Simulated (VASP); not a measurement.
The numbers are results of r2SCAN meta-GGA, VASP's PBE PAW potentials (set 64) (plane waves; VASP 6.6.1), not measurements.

Gaps are without spin-orbit coupling.

The volume per atom comes out as 21.55 Å³/atom. The band gap (over mesh and band path) is 1.05 eV. The smallest direct gap (over mesh and band path) comes out as 1.47 eV.

Problem. Which relaxed crystal gives these values?
(A) BaAlGeH, P3m1 (156)
(B) KMgF3, Pm-3m (221)
(C) PbS, Fm-3m (225)
(D) CdF2, Fm-3m (225)

Solution. A, BaAlGeH, P3m1 (156)
